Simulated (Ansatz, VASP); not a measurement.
**Cross-check of Tl2Se between VASP and Ansatz**

Aim: how closely do two programs agree when they are given the same cell, functional and k mesh? The cell is generated by rule, not measured, and may not be a known phase. The cell is taken from a series of runs on this material, whose earlier steps may have relaxed, scaled, displaced or heated it; both programs get it as it stands.

Calculated with Ansatz 0.2.0; plane waves, with VASP 6.6.1 beside it; relaxation of cell and atoms at PBEsol.

The structure was built from a prototype and need not be the compound's stable phase.

## Step 1: The structure

Symmetry: Pn-3m, No. 224, cubic system. The conventional cell has a = 6.874 Å, b = 6.874 Å, c = 6.874 Å, α = 90.00°, β = 90.00°, γ = 90.00°. Nearest to Se lie 4 Tl at 2.98 Å. Nearest to Tl lie 2 Se at 2.98 Å. Farther neighbours and most contacts between anions are not listed.

Coordinates:

```cif
data_structure
_symmetry_space_group_name_H-M 'P 1'
_symmetry_Int_Tables_number 1
_cell_length_a 6.8743
_cell_length_b 6.8743
_cell_length_c 6.8743
_cell_angle_alpha 90.000
_cell_angle_beta 90.000
_cell_angle_gamma 90.000
_cell_volume 324.86
loop_
_atom_site_label
_atom_site_type_symbol
_atom_site_fract_x
_atom_site_fract_y
_atom_site_fract_z
_atom_site_occupancy
Se1 Se 0.00000 0.00000 0.00000 1
Se2 Se 0.50000 0.50000 0.50000 1
Tl3 Tl 0.25000 0.25000 0.25000 1
Tl4 Tl 0.75000 0.75000 0.25000 1
Tl5 Tl 0.75000 0.25000 0.75000 1
Tl6 Tl 0.25000 0.75000 0.75000 1
```

## Step 2: Ansatz: relaxation of cell and atoms, PBEsol

Ansatz runs on its default PAW (the set named soft_2) files.

The relaxed volume is the usual yardstick between codes: in a stiff, nearly cubic crystal its relative difference is about their pressure difference at one cell divided by the bulk modulus.

input.yaml reads:

```yaml
crystal:
  lattice:
    - [6.8743487558, 0.0, 0.0]
    - [0.0, 6.8743487558, 0.0]
    - [0.0, 0.0, 6.8743487558]
  atoms:
    - { symbol: Se, position: [0.0, 0.0, 0.0] }
    - { symbol: Se, position: [0.5, 0.5, 0.5] }
    - { symbol: Tl, position: [0.25, 0.25, 0.25] }
    - { symbol: Tl, position: [0.75, 0.75, 0.25] }
    - { symbol: Tl, position: [0.75, 0.25, 0.75] }
    - { symbol: Tl, position: [0.25, 0.75, 0.75] }
kpoints:
  mp_grid: { grid: [6, 6, 6] }
hamiltonian:
  xc: pbesol
scf:
  occupations: { method: gaussian, width: 0.1 }
output:
  forces: true
  stress: true
  eigenvalues: true
  write_density: true
  write_potential: true
  elf: true
  volumetric_format: npy
relax:
  adjacent_minimum: "off"
  f_tol: 0.005
  max_steps: 80
  cell: { stress_tol: 0.05 }
```

Run with:

```console
> ansatz run input.yaml --threads 8 --pin off --max-ram 14336MiB --backend cpu --events-out ev --progress --plain --runs-dir out
```

Numbers of over 12 decimals in the logs are rounded to 6 here.

Log:

```text
Engine: ansatz 0.2.0, aarch64-unknown-linux-gnu
Pseudopotentials: kind: paw
Pseudopotential: Se, paw, valence charge 16, recommended cutoff 420 eV (normal), Se.paw.azcp
Pseudopotential: Tl, paw, valence charge 13, recommended cutoff 420 eV (normal), Tl.paw.azcp
Functional definition: PBEsol
  exchange = pbesol_x
  correlation = pbesol_c
Crystal: 6 atoms, lattice volume = 324.859 Å³
Basis set: ecut = 420 eV, 6355 PW (Γ), exchange–correlation on 96×96×96 points (8 copies of the dense FFT grid, shifted against one another)
Bands: 51, of which v1, the nominal top of the filled ones, is band 42 counted from 1 (41 counted from 0)
Symmetry: 48 space group operations
Space group: Pn-3m (ITA 224), of the structure as read, at distance tolerance 6.9e-5 Å
k-points: 20 of 216
Non-local potential: Se, projectors of the file, l = 0: 2, l = 1: 2, l = 2: 3, l = 3: 1
Non-local potential: Tl, projectors of the file, l = 0: 2, l = 1: 2, l = 2: 2, l = 3: 1
PAW form: soft (Blöchl's): semilocal exchange-correlation on the pseudo side does not see the compensation charge
PAW frozen core: Se, regenerated for the run's functional, and the local potential with it (the file was generated under x = pbe(κ = 0.804, μ = 0.219515), c = pbe(β = 0.066725))
PAW frozen core: Tl, regenerated for the run's functional, and the local potential with it (the file was generated under x = pbe(κ = 0.804, μ = 0.219515), c = pbe(β = 0.066725))
PAW one-centre angular grid: Se, 590 points (default); XC on 64 Gauss nodes
PAW one-centre angular grid: Tl, 590 points (default); XC on 64 Gauss nodes
Initial density: superposition of atomic densities (neutral atoms: chi_scale 0, normalization atom), corrected by the library's trained network
Initial wavefunctions: pseudopotential atomic-orbital guess
Functional: x = pbesol(κ = 0.804, μ = 0.123457), c = pbesol(β = 0.046)
SCF iter   1: F=—  HF=-56029.373308 eV  |F-HF|=—  |Δ(HF+E_count)|=         —  Δρ=3.54e-3  dr2=9.37e-2  ethr=1.77e-3  ⟨swp⟩=6.5  Hψ=3975  notcnv=0
preconditioner: auto → none  [metal: Δε(μ)=0.095 eV  Ē_g=10.952 eV  σ=0.100 eV  W_gap=0.48  n_scr=56 (ndim 8)  ℏωp=16.5 eV  f_vac=0.298  D(μ)=0.45/eV (n_scr^D=0)  sad-step TF]
SCF iter   2: F=—  HF=-56029.367147 eV  |F-HF|=—  |Δ(HF+E_count)|=   6.16e-3  Δρ=1.61e-3  dr2=2.43e-2  ethr=1.12e-4  ⟨swp⟩=1.0  Hψ=1180  notcnv=0
SCF iter   3: F=—  HF=-56029.378174 eV  |F-HF|=—  |Δ(HF+E_count)|=   1.10e-2  Δρ=4.47e-4  dr2=1.73e-3  ethr=2.89e-5  ⟨swp⟩=2.0  Hψ=1692  notcnv=0
SCF iter   4: F=—  HF=-56029.379735 eV  |F-HF|=—  |Δ(HF+E_count)|=   1.56e-3  Δρ=1.30e-4  dr2=8.66e-5  ethr=2.06e-6  ⟨swp⟩=2.0  Hψ=1803  notcnv=0
SCF iter   5: F=—  HF=-56029.379773 eV  |F-HF|=—  |Δ(HF+E_count)|=   3.89e-5  Δρ=2.48e-5  dr2=3.61e-6  ethr=1.03e-7  ⟨swp⟩=2.0  Hψ=1803  notcnv=0
SCF iter   6: F=—  HF=-56029.379779 eV  |F-HF|=—  |Δ(HF+E_count)|=   5.98e-6  Δρ=1.30e-5  dr2=9.33e-7  ethr=4.29e-9  ⟨swp⟩=2.0  Hψ=1605  notcnv=0
SCF iter   7: F=-56029.379779 eV  HF=-56029.379779 eV  |F-HF|=4.73e-8  |Δ(HF+E_count)|=   1.22e-7  Δρ=2.02e-6  dr2=1.48e-8  ethr=1.19e-10  ⟨swp⟩=11.3  Hψ=7066  notcnv=0
SCF 1 converged in 7 iterations: F = -56029.379779 eV  dr2 = 1.48e-8
  greatest PAW one-centre occupation: 1.000 electrons in one spin orbital (limit 2), on the Se atom at site 1 (counted from 0), in its partial waves of l = 2
relax step   1: F+E_penalty+E_count = -56029.37977940 eV  Δ(F+E_penalty+E_count) = +0.000e0 eV  max|allowed force component| = 1.927e-19 eV/Å  Δτ_max = 0.0000 Å  P = -0.019 GPa  Ω = 324.859 Å³  (7 SCF iters, dr2 threshold 1.00e-7 eV, accepted)
Initial density: handed on by an earlier stage of this run
Initial wavefunctions: pseudopotential atomic-orbital guess (no wavefunctions were taken with the density)
iter 1 solved again at ethr=1.69e-8 eV; its pass at ethr=3.10e-3 eV (dr2=1.42e-5 eV) is discarded
SCF iter   1: F=—  HF=-56029.379837 eV  |F-HF|=—  |Δ(HF+E_count)|=         —  Δρ=2.04e-6  dr2=1.36e-8  ethr=1.69e-8  ⟨swp⟩=3.2  Hψ=6723  notcnv=0
preconditioner: auto → none  [metal: Δε(μ)=0.089 eV  Ē_g=10.963 eV  σ=0.100 eV  W_gap=0.44  n_scr=56 (ndim 8)  ℏωp=16.5 eV  f_vac=0.323  D(μ)=0.78/eV (n_scr^D=0)]
SCF iter   2: F=—  HF=-56029.379779 eV  |F-HF|=—  |Δ(HF+E_count)|=   5.74e-5  Δρ=1.01e-6  dr2=5.01e-9  ethr=1.62e-11  ⟨swp⟩=2.1  Hψ=1759  notcnv=0
SCF iter   3: F=—  HF=-56029.379779 eV  |F-HF|=—  |Δ(HF+E_count)|=   1.18e-8  Δρ=8.04e-7  dr2=4.27e-9  ethr=5.97e-12  ⟨swp⟩=2.0  Hψ=1662  notcnv=0
SCF iter   4: F=—  HF=-56029.379779 eV  |F-HF|=—  |Δ(HF+E_count)|=   7.87e-9  Δρ=1.34e-7  dr2=7.45e-11  ethr=5.08e-12  ⟨swp⟩=2.0  Hψ=1360  notcnv=0
SCF iter   5: F=-56029.379779 eV  HF=-56029.379779 eV  |F-HF|=2.18e-11  |Δ(HF+E_count)|=  4.80e-10  Δρ=5.62e-8  dr2=8.41e-12  ethr=1.00e-12  ⟨swp⟩=6.8  Hψ=4582  notcnv=0
SCF 2 converged in 5 iterations: F = -56029.379779 eV  dr2 = 8.41e-12
relax step   2: F+E_penalty+E_count = -56029.37977941 eV  Δ(F+E_penalty+E_count) = -1.365e-8 eV  max|allowed force component| = 2.409e-19 eV/Å  Δτ_max = 0.0000 Å  P = -0.019 GPa  Ω = 324.859 Å³  stress off target by 1.89e-2 GPa  SCF on the basis re-selected at this cell (its energy is not comparable with the rows above)  (5 SCF iters)
basis re-selected at this cell: Δ(F+E_penalty+E_count) = -1.365e-8 eV, ΔP = -0.000 GPa vs the last step (what re-selecting the basis moved, of the pressure what is left beyond the Pulay correction that the steps carried, after the strain that the cell walked since its last selection, with what the two solves' SCF thresholds leave and, on support functions, any second-order correction that the steps lacked; it is no m [...]
SCF converged after 5 iterations
Free energy (F): -56029.379779 eV
Harris-Foulkes:  -56029.379779 eV  (|F-HF|=2.18e-11)
Internal energy: -56029.375894 eV  (E = F + TS)
E sigma→0 (E₀):  -56029.377836 eV
Entropy (-TS):   -0.003886 eV (-0.648 meV/atom)
Fermi energy:    3.055701 eV
--- Per-component energies (eV) ---
  E_band       = -1242.477632
  E_kinetic    = 1562.206584
  E_local      = -12256.176187  (includes V_loc(G=0)·N_el)
  E_nonlocal   = 93.614603
  E_hartree    = 5382.516349
  E_xc         = -1118.850865
  E_vxc        = -759.533578  (∫ρ·V_xc dr)
  E_paw        = -43798.437851  (= ΣΔE_a)
  E_vpaw       = -647.620631  (= ΣTr[D̂ρ^β])
  E_aug_tail   = -0.001010  (compensation charges beyond the density's cutoff)
  E_ewald      = -5896.417478
  E_core_change = 2.169961  (= ΣΔE_core)
  E_smearing   = -0.003886  (= −TS)
  E_closure    = -0.000000  (closes the sum)
  Σ components = -56029.379779   (vs F -56029.379779, Δ=0.00e0)
--- Forces (eV/Å), atoms counted from 1 ---
  atom   1  Se    -0.00000000    -0.00000000    -0.00000000
  atom   2  Se    -0.00000000    -0.00000000     0.00000000
  atom   3  Tl     0.00000000    -0.00000000    -0.00000000
  atom   4  Tl     0.00000000    -0.00000000     0.00000000
  atom   5  Tl     0.00000000    -0.00000000    -0.00000000
  atom   6  Tl     0.00000000    -0.00000000     0.00000000
  max |Σ_I F_I| component: 5.78e-19 eV/Å
--- Stress (GPa, compression-positive) ---
       -0.018872       0.000000       0.000000
        0.000000      -0.018872       0.000000
        0.000000      -0.000000      -0.018872
  P = ⅓ Tr σ = -0.0189 GPa (-0.189 kbar)
--- Band table (eV; the first three rows and the last of 20) ---
  k-point 0: bands = [... 38 lower, 0.7098, 2.9699, 2.9699, 2.9699, 3.0383, 3.0383, 5.1676, 5.1676, ... 5 higher]
  k-point 1: bands = [... 38 lower, 0.8738, 2.7510, 2.9050, 2.9050, 3.1272, 3.2616, 4.8938, 5.2104, ... 5 higher]
  k-point 2: bands = [... 38 lower, 1.2929, 2.3528, 2.7952, 2.7952, 3.3892, 3.6725, 4.3451, 4.9756, ... 5 higher]
  k-point 19: bands = [... 38 lower, 0.4181, 3.0210, 3.0210, 3.0210, 3.7675, 3.7675, 3.7675, 5.4437, ... 5 higher]
--- Relaxed structure (1 steps of the walk, 1 accepted, 1 SCFs on fresh bases) ---
  F+E_penalty+E_count = -56029.37977941 eV   max|allowed force component| = 2.409e-19 eV/Å   (the final SCF, on the basis selected at the relaxed cell)
  cell:  # Å, volume = 324.8588 Å³
    - [6.8743487558, 0.0, 0.0]
    - [0.0, 6.8743487558, 0.0]
    - [0.0, 0.0, 6.8743487558]
  atoms:
    - { symbol: Se, position: [0.0, 0.0, 0.0] }
    - { symbol: Se, position: [0.5, 0.5, 0.5] }
    - { symbol: Tl, position: [0.25, 0.25, 0.25] }
    - { symbol: Tl, position: [0.75, 0.75, 0.25] }
    - { symbol: Tl, position: [0.75, 0.25, 0.75] }
    - { symbol: Tl, position: [0.25, 0.75, 0.75] }
```

The column dr2 measures how far the density is from self-consistency, as an energy; F and HF (Harris–Foulkes) agree once it is small.

## Step 3: VASP: relaxation of cell and atoms, PBEsol

The same cell, functional, mesh and smearing now go to VASP, with its own data sets.

Lines of VASP's logs that name or quote its potential files are left out, and so is its time.

INCAR reads:

```
SYSTEM = Tl2Se
PREC = Accurate
ENCUT = 500
EDIFF = 1E-07
NELM = 120
ISMEAR = 0
SIGMA = 0.1
LREAL = .FALSE.
ALGO = Normal
GGA = PS
NBANDS = 39
LORBIT = 11
LWAVE = .FALSE.
LCHARG = .FALSE.
ISIF = 3
IBRION = 2
NSW = 80
EDIFFG = -0.005
LASPH = .TRUE.
GGA_COMPAT = .FALSE.
NELMIN = 4
KPAR = 2
```

POSCAR reads:

```
Tl2Se
1.0
    6.8743490000      0.0000000000      0.0000000000
    0.0000000000      6.8743490000      0.0000000000
    0.0000000000      0.0000000000      6.8743490000
Se Tl
2 4
Direct
    0.0000000000      0.9999999273      0.0000000000
    0.5000000000      0.4999999273      0.5000000000
    0.2500000000      0.2499999273      0.2500000000
    0.7500000000      0.7499999273      0.2500000000
    0.7500000000      0.2499999273      0.7500000000
    0.2500000000      0.7499999273      0.7500000000
```

KPOINTS reads:

```
Automatic mesh
0
Gamma
6 6 6
0 0 0
```

Potentials, in the order of the species: Se and Tl_d (PBE family, release 64).

Run with:

```console
> mpirun -np 2 vasp_std
```

Log:

```text
[banner, memory and clock lines left out]
running    2 mpi-ranks, on    1 nodes
 distrk:  each k-point on    1 cores,    2 groups
 distr:  one band on    1 cores,    1 groups

 POSCAR found type information on POSCAR SeTl
 POSCAR found :  2 types and       6 ions
|                                                                             |
|               ----> ADVICE to this user running VASP <----                  |
|                                                                             |
|     You enforced a specific xc type in the INCAR file but a different       |
|     [... a line on the potential file left out ...]
|     I HOPE YOU KNOW WHAT YOU ARE DOING!                                     |
|                                                                             |

 LDA part: xc-table for (Slater+PW92), standard interpolation
 POSCAR, INCAR and KPOINTS ok, starting setup
 FFT: planning ... GRIDC
 FFT: planning ... GRID_SOFT
 FFT: planning ... GRID
 WAVECAR not read
 entering main loop
       N       E                     dE             d eps       ncg     rms          rms(c)
DAV:   1     0.345305293732E+03    0.34531E+03   -0.28428E+04  1560   0.133E+03
DAV:   2     0.438742867247E+01   -0.34092E+03   -0.32763E+03  1707   0.278E+02
DAV:   3    -0.186048233002E+02   -0.22992E+02   -0.21943E+02  1915   0.522E+01
DAV:   4    -0.190778879250E+02   -0.47306E+00   -0.47220E+00  1686   0.684E+00
DAV:   5    -0.190897985817E+02   -0.11911E-01   -0.11909E-01  2089   0.105E+00    0.663E+00
DAV:   6    -0.166025933831E+02    0.24872E+01   -0.49253E+00  1764   0.684E+00    0.426E+00
DAV:   7    -0.165242801124E+02    0.78313E-01   -0.14246E+00  1769   0.320E+00    0.195E+00
DAV:   8    -0.165612499713E+02   -0.36970E-01   -0.49716E-01  1665   0.264E+00    0.112E+00
DAV:   9    -0.165226872891E+02    0.38563E-01   -0.40735E-01  1692   0.235E+00    0.976E-01
DAV:  10    -0.165006603188E+02    0.22027E-01   -0.51897E-02  1705   0.937E-01    0.222E-01
DAV:  11    -0.165178475437E+02   -0.17187E-01   -0.27529E-02  1708   0.679E-01    0.666E-01
DAV:  12    -0.165033124723E+02    0.14535E-01   -0.22189E-02  1635   0.593E-01    0.138E-01
DAV:  13    -0.165034932872E+02   -0.18081E-03   -0.28931E-03  1670   0.161E-01    0.550E-02
DAV:  14    -0.165034502466E+02    0.43041E-04   -0.14337E-04  2014   0.409E-02    0.166E-02
DAV:  15    -0.165034512239E+02   -0.97738E-06   -0.20984E-05  1690   0.167E-02    0.741E-03
DAV:  16    -0.165034506092E+02    0.61473E-06   -0.10487E-05  1729   0.130E-02    0.474E-03
DAV:  17    -0.165034508354E+02   -0.22622E-06   -0.68467E-06  1606   0.895E-03    0.296E-03
DAV:  18    -0.165034505909E+02    0.24456E-06   -0.99240E-07  1427   0.388E-03    0.741E-04
DAV:  19    -0.165034506078E+02   -0.16946E-07   -0.25299E-07  1379   0.143E-03
   1 F= -.16503451E+02 E0= -.16501478E+02  d E =-.165035E+02
[...]
2 F= -.16503539E+02 E0= -.16501519E+02  d E =-.879886E-04
[...]
3 F= -.16503521E+02 E0= -.16501400E+02  d E =-.700147E-04
 curvature:   0.31 expect dE= 0.149E-04 dE for cont linesearch  0.149E-04
 ZBRENT: interpolating
 opt :   1.9335  next Energy=   -16.503566 (dE=-0.116E-03)
 bond charge predicted
       N       E                     dE             d eps       ncg     rms          rms(c)
DAV:   1    -0.165064303592E+02   -0.29098E-02   -0.53795E-02  1560   0.133E+00    0.315E-01
DAV:   2    -0.165039203023E+02    0.25101E-02   -0.57854E-03  1560   0.390E-01    0.938E-02
DAV:   3    -0.165035925252E+02    0.32778E-03   -0.10171E-03  1560   0.193E-01    0.694E-02
DAV:   4    -0.165035727588E+02    0.19766E-04   -0.80382E-05  1618   0.445E-02    0.435E-02
DAV:   5    -0.165035658296E+02    0.69292E-05   -0.14290E-05  1784   0.145E-02    0.323E-03
DAV:   6    -0.165035651293E+02    0.70030E-06   -0.27414E-06  1673   0.855E-03    0.117E-03
DAV:   7    -0.165035652279E+02   -0.98591E-07   -0.46350E-07  1512   0.264E-03
   4 F= -.16503565E+02 E0= -.16501501E+02  d E =-.114620E-03
 curvature:  -0.58 expect dE=-0.208E-08 dE for cont linesearch -0.208E-08
 trial: gam=-0.00546 g(F)=  0.181E-41 g(S)=  0.360E-08 ort = 0.657E-06 (trialstep = 0.119E+01)
 search vector abs. value=  0.100E-09
 reached required accuracy - stopping structural energy minimisation
```

(Continued in part 2 of 2.)

[Lines on the potential files, build, host, timing and source positions are cut from VASP's logs without a mark.]

[Logs are printed without paths, hosts, clocks, repeated set-up lines and the standing remarks that a program may print on its own settings, such as how far it seeks lower states.]

[Hosts, paths, dates, database ids (printed as entryN), source tags and the programs' standing remarks are cut or masked in the printed files.]
